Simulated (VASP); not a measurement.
Data:

```
CELL_PARAMETERS angstrom
      0.00000     1.80281     1.80281
      1.80281     0.00000     1.80281
      1.80281     1.80281     0.00000
ATOMIC_POSITIONS crystal
  Cu 0.00000 0.00000 0.00000
```

The numbers are results of rev-vdW-DF2, VASP's PBE PAW potentials (set 64) (plane waves; VASP 6.6.1), not measurements. Settings: 520 eV cut-off, 19×19×19 Γ-centred mesh, tetrahedra with Blöchl corrections, potentials Cu.

### Question
Predict the energy per atom (σ→0), band gap (on the k-mesh) with the smallest direct gap where there is one.

### Answer

* **band gap (on the k-mesh)**: none (metal, semimetal or under 0.01 eV)
* **energy per atom (σ→0)**: -1212 meV/atom

The absolute energy has meaning only against runs of the same code, potentials and settings.

The compound is Cu in the fcc structure. It was relaxed first.
